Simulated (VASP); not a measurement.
```
Ni
1.0
    0.00000     1.76000     1.76000
    1.76000     0.00000     1.76000
    1.76000     1.76000     0.00000
Ni
1
Direct
  0.00000   0.00000   0.00000
```
Starting moments (μB, in the order of the record's atoms Ni): 0.8.

The base run (VASP): PBE GGA, plane waves, VASP's PBE PAW potentials (set 64). Run with 400 eV cut-off, 16×16×16 Γ-centred mesh, first-order Methfessel-Paxton smearing of 0.10 eV, potentials Ni.

One setting is varied; ΔE counts from the most expensive setting. The base run took about 10 core-seconds. The timings are rough (shared machines, no repeats); factors under 2 mean little.

Pressures at a finite cut-off, here 400 eV, hold a Pulay part, which wasn't tested here.

```json
[
 {"setting": "KPOINTS 2×2×2 Γ-centred mesh", "cost over the base run": "about 1/6", "electronic steps": "14", "ΔE (meV/atom)": "2257.6", "pressure (GPa)": "28.52"},
 {"setting": "KPOINTS 4×4×4 Γ-centred mesh", "cost over the base run": "about 1/5", "electronic steps": "12", "ΔE (meV/atom)": "-69.6", "pressure (GPa)": "-5.19"},
 {"setting": "KPOINTS 11×11×11 Γ-centred mesh", "cost over the base run": "about 1/2", "electronic steps": "12", "ΔE (meV/atom)": "-0.5", "pressure (GPa)": "-1.45"},
 {"setting": "KPOINTS 15×15×15 Γ-centred mesh", "cost over the base run": "within a factor of 2", "electronic steps": "13", "ΔE (meV/atom)": "-0.8", "pressure (GPa)": "-0.90"},
 {"setting": "base run", "cost over the base run": "reference", "electronic steps": "12", "ΔE (meV/atom)": "0.1", "pressure (GPa)": "-1.26"},
 {"setting": "KPOINTS 17×17×17 Γ-centred mesh", "cost over the base run": "within a factor of 2", "electronic steps": "12", "ΔE (meV/atom)": "1.1", "pressure (GPa)": "-0.71"},
 {"setting": "KPOINTS 19×19×19 Γ-centred mesh", "cost over the base run": "within a factor of 2", "electronic steps": "12", "ΔE (meV/atom)": "1.7", "pressure (GPa)": "-0.89"},
 {"setting": "KPOINTS 22×22×22 Γ-centred mesh", "cost over the base run": "about 2 times", "electronic steps": "12", "ΔE (meV/atom)": "0.0", "pressure (GPa)": "-0.89"}
]
```

Left out are runs that failed, have no time on record or changed the cell.

The compound is Ni in the fcc structure. The cell was not relaxed at this level.
